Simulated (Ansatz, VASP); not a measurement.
# Cross-check of InP between VASP and Ansatz

One calculation is typed for both programs; each brings its own data sets. How far apart do they land? The cell is taken from a series of runs on this material, whose earlier steps may have relaxed, scaled, displaced or heated it; both programs get it as it stands.

Calculated with Ansatz 0.2.0; plane waves, with VASP 6.6.1 beside it; zone-centre phonons at LDA.

### Step 1. Set-up

Symmetry: F-43m, No. 216, cubic system. The conventional cell has a = 5.827 Å, b = 5.827 Å, c = 5.827 Å, α = 90.00°, β = 90.00°, γ = 90.00°. Nearest to P lie 4 In at 2.52 Å. Nearest to In lie 4 P at 2.52 Å. Farther neighbours are not listed.

### Step 2. Ansatz: zone-centre phonons, LDA

Ansatz runs on its PAW soft_1 files.

Second derivatives magnify differences that forces hide, and they need a tight electronic threshold.

input.yaml reads:

```yaml
crystal:
  lattice:
    - [0.0, 2.913490597, 2.913490597]
    - [2.913490597, 0.0, 2.913490597]
    - [2.913490597, 2.913490597, 0.0]
  atoms:
    - { symbol: P, position: [0.75, 0.75, 0.75] }
    - { symbol: In, position: [0.0, 0.0, 0.0] }
total_charge: -0.029677
kpoints:
  mp_grid: { grid: [30, 30, 30] }
hamiltonian:
  xc: lda
  pseudopotentials: { kind: paw, azcp: { folder: soft_1 }, xc_functional: pbe }
scf:
  occupations: { method: fermi_dirac, width: 0.03 }
output:
  eigenvalues: true
phonons:
  method: dfpt
```

On the command line:

```console
$ ansatz run input.yaml --threads 8 --pin off --max-ram 16384MiB --backend cpu --events-out ev --progress --plain --runs-dir out
```

Numbers of over 12 decimals in the logs are rounded to 6 here.

What it wrote:

```text
zone centre: on kpoints.mp_grid the ground state, and the responses unless they are solved on pairs of k-points, stand on 1992 of the mesh's 27000 k-points, reduced under 8 symmetry operations, with k and −k counted as one. Each operation leaves every solved displacement unchanged or reverses it
Engine: ansatz 0.2.0, aarch64-unknown-linux-gnu
Pseudopotentials: kind: paw
Pseudopotential: P, paw, valence charge 5, recommended cutoff 420 eV (normal), soft_1/P.paw.azcp
Pseudopotential: In, paw, valence charge 13, recommended cutoff 420 eV (normal), soft_1/In.paw.azcp
Functional definition: SPW92
  exchange = slater_x
  correlation = pw_c
Crystal: 2 atoms, lattice volume = 49.462 Å³
Basis set: ecut = 420 eV, 941 PW (Γ), exchange–correlation on 60×60×60 points (8 copies of the dense FFT grid, shifted against one another)
Bands: 14, of which v1, the nominal top of the filled ones, is band 9 counted from 1 (8 counted from 0)
Symmetry: 24 space group operations
k-points: 1992 of 27000 (irreducible under 8 space group operations, time reversal used)
Non-local potential: P, projectors of the file, l = 0: 2, l = 1: 2, l = 2: 1
Non-local potential: In, projectors of the file, l = 0: 2, l = 1: 2, l = 2: 2, l = 3: 1
PAW form: soft (Blöchl's): semilocal exchange-correlation on the pseudo side does not see the compensation charge
PAW frozen core: P, regenerated for the run's functional, and the local potential with it (the file was generated under x = pbe(κ = 0.804, μ = 0.219515), c = pbe(β = 0.066725))
PAW frozen core: In, regenerated for the run's functional, and the local potential with it (the file was generated under x = pbe(κ = 0.804, μ = 0.219515), c = pbe(β = 0.066725))
PAW one-centre angular grid: P, 110 points (default); XC on 64 Gauss nodes
PAW one-centre angular grid: In, 590 points (default); XC on 64 Gauss nodes
Initial density: superposition of atomic densities (chi_scale 0.1, normalization cell, long waves kept (reshape's long-wave potential 0.00 eV rms))
Initial wavefunctions: pseudopotential atomic-orbital guess
Functional: x = slater, c = lda
SCF iter   1: F=—  HF=-6183.628841 eV  |F-HF|=—  |Δ(HF+E_count)|=         —  Δρ=3.32e-2  dr2=8.34e-1  ethr=3.10e-3  ⟨swp⟩=6.4  Hψ=188082  notcnv=0
preconditioner: auto → Kerker (q_TF=auto, 2.306 Å⁻¹)  [metal: Δε(μ)=0.010 eV  Ē_g=15.115 eV  σ=0.030 eV  W_gap=0.08  n_scr=14 (ndim 8)  ℏωp=22.4 eV  f_vac=0.000  D(μ)=0.18/eV (n_scr^D=0)]
SCF iter   2: F=—  HF=-6183.421047 eV  |F-HF|=—  |Δ(HF+E_count)|=   2.08e-1  Δρ=1.95e-2  dr2=2.46e-1  ethr=3.10e-3  ⟨swp⟩=2.0  Hψ=52307  notcnv=0  defer=1349
SCF iter   3: F=—  HF=-6183.358393 eV  |F-HF|=—  |Δ(HF+E_count)|=   6.27e-2  Δρ=4.44e-3  dr2=1.54e-2  ethr=1.37e-3  ⟨swp⟩=2.2  Hψ=39612  notcnv=0  defer=1349
SCF iter   4: F=—  HF=-6183.356393 eV  |F-HF|=—  |Δ(HF+E_count)|=   2.00e-3  Δρ=1.43e-3  dr2=1.87e-3  ethr=8.57e-5  ⟨swp⟩=2.4  Hψ=45508  notcnv=0  defer=1349
SCF iter   5: F=—  HF=-6183.356475 eV  |F-HF|=—  |Δ(HF+E_count)|=   8.27e-5  Δρ=4.23e-4  dr2=1.16e-4  ethr=1.04e-5  ⟨swp⟩=2.0  Hψ=44556  notcnv=0  defer=1349
SCF iter   6: F=—  HF=-6183.356499 eV  |F-HF|=—  |Δ(HF+E_count)|=   2.32e-5  Δρ=5.47e-5  dr2=1.16e-6  ethr=6.46e-7  ⟨swp⟩=2.4  Hψ=35098  notcnv=0  defer=1349
SCF iter   7: F=—  HF=-6183.356499 eV  |F-HF|=—  |Δ(HF+E_count)|=   3.16e-7  Δρ=8.96e-6  dr2=4.48e-8  ethr=6.42e-9  ⟨swp⟩=3.0  Hψ=46649  notcnv=0  defer=1349
SCF iter   8: F=—  HF=-6183.356499 eV  |F-HF|=—  |Δ(HF+E_count)|=   1.68e-8  Δρ=2.56e-6  dr2=5.91e-9  ethr=2.48e-10  ⟨swp⟩=2.2  Hψ=44220  notcnv=0  defer=1349
SCF iter   9: F=—  HF=-6183.356499 eV  |F-HF|=—  |Δ(HF+E_count)|=   1.44e-9  Δρ=7.48e-7  dr2=5.16e-10  ethr=3.28e-11  ⟨swp⟩=1.3  Hψ=27645  notcnv=0  defer=1349
SCF iter  10: F=-6183.356499 eV  HF=-6183.356499 eV  |F-HF|=1.82e-12  |Δ(HF+E_count)|=  3.82e-11  Δρ=1.08e-7  dr2=5.39e-12  ethr=1.00e-12  ⟨swp⟩=10.5  Hψ=182744  notcnv=0
SCF 1 converged in 10 iterations: F = -6183.356499 eV  dr2 = 5.39e-12
  greatest PAW one-centre occupation: 0.982 electrons in one spin orbital (limit 2), on the In atom at site 1 (counted from 0), in its partial waves of l = 2
DFPT response loops at Γ: preconditioner auto → Kerker (q_TF=auto, 2.306 Å⁻¹) (partly filled bands, converged f_vac=0.006); β = 1.00, the filter's whole step (`scf.mixing.beta` (0.50) is not read by the response loops under this deck's `scf.mixing.preconditioner`; to damp them name `kerker` or `kerker_dos`, under which they read `scf.mixing.beta`, and type it under 1.00, their step now; both keys bind the ground state too); Broyden in place of MSR1
SCF converged after 10 iterations
Free energy (F): -6183.356499 eV
Harris-Foulkes:  -6183.356499 eV  (|F-HF|=1.82e-12)
Internal energy: -6183.355948 eV  (E = F + TS)
E sigma→0 (E₀):  -6183.356224 eV
Entropy (-TS):   -0.000551 eV (-0.275 meV/atom)
Fermi energy:    8.526916 eV
--- Per-component energies (eV) ---
  E_band       = -52.867183
  E_kinetic    = 289.547327
  E_local      = -1325.263741  (includes V_loc(G=0)·N_el)
  E_nonlocal   = 364.081090
  E_hartree    = 529.365617
  E_xc         = -214.492827
  E_vxc        = -152.216812  (∫ρ·V_xc dr)
  E_paw        = -4599.160417  (= ΣΔE_a)
  E_vpaw       = -287.746441  (= ΣTr[D̂ρ^β])
  E_aug_tail   = 0.000084  (compensation charges beyond the density's cutoff)
  E_ewald      = -1227.834968
  E_core_change = 0.401886  (= ΣΔE_core)
  E_smearing   = -0.000551  (= −TS)
  E_closure    = 0.000000  (closes the sum)
  E_deformation_potential = -0.395530  (in the stress; not in F)
  Σ components = -6183.356499   (vs F -6183.356499, Δ=0.00e0)
--- Band table (eV; the first three rows and the last of 1992) ---
  k-point 0: bands = [... 5 lower, -4.6813, 6.9999, 6.9999, 6.9999, 7.5703, 10.9494, 10.9494, 10.9494, ... 1 higher]
  k-point 1: bands = [... 5 lower, -4.6679, 6.7353, 6.9841, 6.9841, 7.7929, 10.9497, 10.9729, 10.9729, ... 1 higher]
  k-point 2: bands = [... 5 lower, -4.6280, 6.2778, 6.9385, 6.9385, 8.1206, 10.9626, 11.0405, 11.0405, ... 1 higher]
  k-point 1991: bands = [... 5 lower, -2.0880, 1.1949, 3.9218, 3.9447, 11.0899, 11.2818, 12.5255, 13.0849, ... 1 higher]
--- Phonons (Γ-DFPT): 2 representative perturbations + reference, on 1992 of 27000 k-points (Σ response iterations 6) ---
  k mesh reduced under 8 symmetry operations, with k and −k counted as one. Each operation leaves every solved displacement unchanged or reverses it
  ASR residual: 1.281e-5 → 0.000e0 eV/Å²; symmetrization residual: 2.093e-6 eV/Å²
  ASR residual per site (eV/Å²): 8.39e-7 1.28e-5
  Γ frequencies (cm⁻¹): 0.00 0.00 0.00 301.69 301.69 301.69
  non-analytic LO–TO correction: not included (Born effective charges unavailable; polar crystals: no LO–TO splitting at Γ)
```

Reading the cycles: dr2 is the Hartree energy of the density residual (eV), the measure of convergence; HF is the Harris–Foulkes estimate of the energy, which meets the free energy F at convergence.

### Step 3. VASP: zone-centre phonons, LDA

The same cell, functional (in two slightly different forms), mesh and smearing now go to VASP, with its own data sets.

Lines of VASP's logs that name or quote its potential files are left out, and so is its time.

INCAR reads:

```
SYSTEM = InP
PREC = Accurate
ENCUT = 500
EDIFF = 1E-08
NELM = 120
ISMEAR = -1
SIGMA = 0.03
LREAL = .FALSE.
ALGO = Normal
GGA = PW92
NELECT = 18.029677
NBANDS = 15
LORBIT = 11
LWAVE = .FALSE.
LCHARG = .FALSE.
ISIF = 2
IBRION = 8
LASPH = .TRUE.
GGA_COMPAT = .FALSE.
KPAR = 2
```

POSCAR reads:

```
InP
1.0
    0.0000000000      2.9134905970      2.9134905970
    2.9134905970      0.0000000000      2.9134905970
    2.9134905970      2.9134905970      0.0000000000
P In
1 1
Direct
    0.7500000000      0.7500000000      0.7500000000
    0.0000000000      0.0000000000      0.0000000000
```

KPOINTS reads:

```
Automatic mesh
0
Gamma
30 30 30
0 0 0
```

Potentials, in the order of the species: P and In_d (LDA family, release 64).

On the command line:

```console
$ mpirun -np 2 vasp_std
```

What it wrote:

```text
[banner, memory and clock lines left out]
running    2 mpi-ranks, on    1 nodes
 distrk:  each k-point on    1 cores,    2 groups
 distr:  one band on    1 cores,    1 groups

 POSCAR found type information on POSCAR P In
 POSCAR found :  2 types and       2 ions
|                                                                             |
|               ----> ADVICE to this user running VASP <----                  |
|                                                                             |
|     You enforced a specific xc type in the INCAR file but a different       |
|     [... a line on the potential file left out ...]
|     I HOPE YOU KNOW WHAT YOU ARE DOING!                                     |
|                                                                             |

 LDA part: xc-table for (Slater(with rela. corr.)+PW92), standard interpolation
 POSCAR, INCAR and KPOINTS ok, starting setup
 FFT: planning ... GRIDC
 FFT: planning ... GRID_SOFT
 FFT: planning ... GRID
 WAVECAR not read
 entering main loop
       N       E                     dE             d eps       ncg     rms          rms(c)
DAV:   1     0.111619831001E+03    0.11162E+03   -0.83457E+03 22724   0.131E+03
DAV:   2    -0.216895905127E+01   -0.11379E+03   -0.10932E+03 24555   0.308E+02
DAV:   3    -0.971506040820E+01   -0.75461E+01   -0.75028E+01 29259   0.799E+01
DAV:   4    -0.991696706709E+01   -0.20191E+00   -0.20182E+00 28488   0.141E+01
DAV:   5    -0.992674806999E+01   -0.97810E-02   -0.97808E-02 34113   0.271E+00BRMIX: very serious problems
 the old and the new charge density differ
 old charge density:    18.00000 new   18.02968
BRMIX: very serious problems
 the old and the new charge density differ
 old charge density:    18.00000 new   18.02968
    0.602E+00
DAV:   6    -0.952156334693E+01    0.40518E+00   -0.62828E-01 36267   0.135E+01    0.361E+00
DAV:   7    -0.947855719799E+01    0.43006E-01   -0.15585E-01 32011   0.331E+00    0.121E+00
DAV:   8    -0.947322674949E+01    0.53304E-02   -0.13871E-02 30516   0.143E+00    0.401E-01
DAV:   9    -0.947297476482E+01    0.25198E-03   -0.10864E-03 31046   0.394E-01    0.184E-01
DAV:  10    -0.947300570981E+01   -0.30945E-04   -0.16187E-04 35848   0.165E-01    0.112E-01
DAV:  11    -0.947300867296E+01   -0.29632E-05   -0.31748E-05 35513   0.887E-02    0.639E-02
DAV:  12    -0.947300638447E+01    0.22885E-05   -0.51625E-06 29385   0.205E-02    0.114E-02
DAV:  13    -0.947300636664E+01    0.17837E-07   -0.40575E-07 28321   0.354E-03    0.952E-03
DAV:  14    -0.947300634650E+01    0.20137E-07   -0.33866E-08 29449   0.296E-03    0.266E-03
DAV:  15    -0.947300633713E+01    0.93680E-08   -0.27971E-08 27068   0.159E-03
   1 F= -.94730063E+01 E0= -.94727190E+01  d E =-.574721E-03
 Linear response reoptimize wavefunctions to high precision
DAV:   1    -0.947300633727E+01   -0.14052E-09   -0.14380E-09 25098   0.237E-04
DAV:   2    -0.947300633728E+01   -0.45475E-11   -0.37005E-11 16859   0.570E-05
 Linear response DOF=           2
 Linear response progress:
  Degree of freedom:   1/  2
       N       E                     dE             d eps       ncg     rms          rms(c)
RMM:   1    -0.505122346701E-01   -0.50512E-01    0.33072E-02238609   0.185E+00
RMM:   2    -0.483170401617E-01    0.21952E-02   -0.38293E-04181996   0.661E-01    0.152E-01
RMM:   3    -0.489110974502E-01   -0.59406E-03   -0.15581E-03207528   0.280E-01    0.584E-02
RMM:   4    -0.491716960688E-01   -0.26060E-03   -0.19224E-04210849   0.105E-01    0.178E-02
RMM:   5    -0.491998879373E-01   -0.28192E-04   -0.19711E-05222339   0.332E-02    0.109E-02
RMM:   6    -0.491900029446E-01    0.98850E-05   -0.41616E-06217467   0.114E-02    0.395E-03
RMM:   7    -0.491904176767E-01   -0.41473E-06   -0.37597E-07218112   0.409E-03    0.181E-03
RMM:   8    -0.491932484781E-01   -0.28308E-05   -0.85050E-08221336   0.158E-03    0.436E-04
RMM:   9    -0.491932928048E-01   -0.44327E-07    0.50465E-07242679   0.524E-04    0.235E-04
RMM:  10    -0.491933323371E-01   -0.39532E-07    0.16263E-07225487   0.217E-04    0.662E-05
RMM:  11    -0.491934289890E-01   -0.96652E-07   -0.18227E-08234939   0.939E-05    0.443E-05
RMM:  12    -0.491934288826E-01    0.10638E-09   -0.12111E-08232488   0.391E-05    0.451E-05
 first order change of Fermi-energy   0.54651E-04
 force on displaced ion       1 direction 1 :  -8.116  -0.000  -0.000
 Linear response progress:
  Degree of freedom:   2/  2
       N       E                     dE             d eps       ncg     rms          rms(c)
RMM:   1    -0.234544053967E+00   -0.23454E+00   -0.63712E-02151028   0.510E+00
RMM:   2    -0.237148830816E+00   -0.26048E-02   -0.15011E-02190768   0.110E+00    0.916E-02
RMM:   3    -0.237153174593E+00   -0.43438E-05   -0.17438E-03209946   0.341E-01    0.477E-02
RMM:   4    -0.236987215938E+00    0.16596E-03   -0.17602E-04214038   0.117E-01    0.237E-02
RMM:   5    -0.236962151837E+00    0.25064E-04   -0.26980E-05220690   0.425E-02    0.814E-03
RMM:   6    -0.236970211959E+00   -0.80601E-05   -0.10520E-05224519   0.150E-02    0.230E-03
RMM:   7    -0.236981548434E+00   -0.11336E-04   -0.69143E-06224306   0.458E-03    0.739E-04
RMM:   8    -0.236978952782E+00    0.25957E-05   -0.24277E-06223032   0.195E-03    0.382E-04
RMM:   9    -0.236977103796E+00    0.18490E-05   -0.13536E-06223287   0.908E-04    0.157E-04
RMM:  10    -0.236977755891E+00   -0.65209E-06   -0.29807E-07218462   0.444E-04    0.118E-04
RMM:  11    -0.236977713001E+00    0.42890E-07   -0.10837E-07237246   0.224E-04    0.959E-05
RMM:  12    -0.236977731234E+00   -0.18233E-07   -0.20555E-08235084   0.127E-04    0.959E-05
RMM:  13    -0.236977662255E+00    0.68979E-07    0.20234E-09216625   0.869E-05    0.534E-05
RMM:  14    -0.236977779628E+00   -0.11737E-06    0.14274E-08213798   0.658E-05    0.894E-06
RMM:  15    -0.236977784149E+00   -0.45209E-08    0.94276E-09233830   0.448E-05    0.130E-05
 first order change of Fermi-energy  -0.31160E-05
 force on displaced ion       2 direction 1 :  -8.147  -0.000  -0.000
 Linear response finished
```

OUTCAR, selected parts (step 3):

```text
NELECT = 18.029677

 ion  position               nearest neighbor table
   1  0.750  0.750  0.750-   2 2.52   2 2.52   2 2.52   2 2.52
   2  0.000  0.000  0.000-   1 2.52   1 2.52   1 2.52   1 2.52

  LATTYP: Found a face centered cubic cell.
 ALAT       =     5.8269811940

 Subroutine GETGRP returns: Found 24 space group operations
 (whereof 24 operations were pure point group operations)

The static configuration has the point symmetry T_d .

 Found    752 irreducible k-points:

   k-points           NKPTS =    752   k-points in BZ     NKDIM =    752   number of bands    NBANDS=     15

   dimension x,y,z NGX =    30 NGY =   30 NGZ =   30
   dimension x,y,z NGXF=    60 NGYF=   60 NGZF=   60

   ENCUT  =  500.0 eV  36.75 Ry    6.06 a.u.   7.51  7.51  7.51*2*pi/ulx,y,z

 k-points in reciprocal lattice and weights: Automatic mesh
   0.00000000  0.00000000  0.00000000       0.000
   0.03333333  0.00000000  0.00000000       0.000
   0.06666667  0.00000000  0.00000000       0.000
   0.10000000  0.00000000  0.00000000       0.000
   0.13333333  0.00000000  0.00000000       0.000
   0.16666667  0.00000000  0.00000000       0.000
   0.20000000  0.00000000  0.00000000       0.000
   0.23333333  0.00000000  0.00000000       0.000
   0.26666667  0.00000000  0.00000000       0.000
[...]
-0.26666667  0.46666667  0.23333333       0.001
  -0.26666667  0.50000000  0.23333333       0.000

 average (electrostatic) potential at core
       1 -83.8183       2 -95.0637

  Total        0.4257614      0.4257614      0.4257614      0.0000000      0.0000000     -0.0000000
  in kB       13.7913271     13.7913271     13.7913271      0.0000000      0.0000000     -0.0000000
  external PRESSURE =      13.7913271 kB  Pullay stress =       0.0000000 kB

  energy-cutoff  :      500.00
  volume of cell :       49.46
      direct lattice vectors                 reciprocal lattice vectors
     0.000000000  2.913490597  2.913490597    -0.171615450  0.171615450  0.171615450
     2.913490597  0.000000000  2.913490597     0.171615450 -0.171615450  0.171615450
     2.913490597  2.913490597  0.000000000     0.171615450  0.171615450 -0.171615450

 POSITION                                       TOTAL-FORCE (eV/Angst)
 -----------------------------------------------------------------------------------
      4.37024      4.37024      4.37024         0.000000      0.000000      0.000000
      0.00000      0.00000      0.00000        -0.000000     -0.000000     -0.000000
 -----------------------------------------------------------------------------------
    total drift:                                0.000000      0.000000      0.000000

 Eigenvectors and eigenvalues of the dynamical matrix
 ----------------------------------------------------

   1 f  =    9.021255 THz    56.682215 2PiTHz  300.916669 cm-1    37.308895 meV
             X         Y         Z           dx          dy          dz
      4.370236  4.370236  4.370236     0.000000    0.887081    0.000000
      0.000000  0.000000  0.000000     0.000000   -0.461614    0.000000

   2 f  =    9.021255 THz    56.682215 2PiTHz  300.916669 cm-1    37.308895 meV
             X         Y         Z           dx          dy          dz
      4.370236  4.370236  4.370236     0.887081    0.000000    0.000000
      0.000000  0.000000  0.000000    -0.461614    0.000000    0.000000

   3 f  =    9.021255 THz    56.682215 2PiTHz  300.916669 cm-1    37.308895 meV
             X         Y         Z           dx          dy          dz
      4.370236  4.370236  4.370236     0.000000    0.000000    0.887081
      0.000000  0.000000  0.000000     0.000000    0.000000   -0.461614

   4 f/i=    0.007020 THz     0.044111 2PiTHz    0.234177 cm-1     0.029034 meV
             X         Y         Z           dx          dy          dz
      4.370236  4.370236  4.370236    -0.461614    0.000000    0.000000
      0.000000  0.000000  0.000000    -0.887081    0.000000    0.000000

   5 f/i=    0.007020 THz     0.044111 2PiTHz    0.234177 cm-1     0.029034 meV
             X         Y         Z           dx          dy          dz
      4.370236  4.370236  4.370236     0.000000   -0.461614    0.000000
      0.000000  0.000000  0.000000     0.000000   -0.887081    0.000000

   6 f/i=    0.007020 THz     0.044111 2PiTHz    0.234177 cm-1     0.029034 meV
             X         Y         Z           dx          dy          dz
      4.370236  4.370236  4.370236     0.000000    0.000000   -0.461614
      0.000000  0.000000  0.000000     0.000000    0.000000   -0.887081

 ELASTIC MODULI CONTR FROM IONIC RELAXATION (kBar)
 Direction    XX          YY          ZZ          XY          YZ          ZX
 --------------------------------------------------------------------------------
 XX          -0.0000      0.0000      0.0000      0.0000     -0.0000      0.0000
 YY           0.0000     -0.0000     -0.0000      0.0000      0.0000      0.0000
 ZZ           0.0000     -0.0000     -0.0000      0.0000      0.0000      0.0000
 XY           0.0000      0.0000      0.0000   -279.9310     -0.0000     -0.0000
 YZ          -0.0000      0.0000      0.0000     -0.0000   -279.9310      0.0000
 ZX           0.0000      0.0000      0.0000     -0.0000      0.0000   -279.9310
 --------------------------------------------------------------------------------
```

The cell is charged against a uniform background.

### Step 4. Differences

Known differences besides the potentials themselves: the cutoff is 420 eV in Ansatz and 500 eV in VASP; VASP's log shows a relativistic correction to its local exchange, Ansatz's none. Total energies have different zeros and are not compared.

The two programs side by side:

```csv
quantity,Ansatz,VASP,difference
optical mode 1 to 3 (cm⁻¹),301.7,300.9,+0.26 %
```

Modes are paired by rising frequency, not by their patterns, so a pair may set unlike modes beside each other; they are those without the splitting of longitudinal modes. The cell carries a charge of -0.029677 e against a uniform background, so its pressure also hangs on how the neutralising background is counted, and in a defect's cell a gap may be the spacing between its levels.

### Step 5. Summary of results

| Property | Result |
| --- | --- |
| r.m.s. difference of the optical zone-centre modes, each program's sorted by frequency (zone-centre phonons, LDA) | 0.77 cm⁻¹ |

In words: The r.m.s. difference of the optical zone-centre modes, each program's sorted by frequency is 0.77 cm⁻¹ (zone-centre phonons, LDA). How closely two codes agree says nothing of how well the functional describes the real material.

[Lines on the potential files, build, host, timing and source positions are cut from VASP's logs without a mark.]

[Logs are printed without paths, hosts, clocks, repeated set-up lines and the standing remarks that a program may print on its own settings, such as how far it seeks lower states.]

[Hosts, paths, dates, database ids (printed as entryN), source tags and the programs' standing remarks are cut or masked in the printed files.]
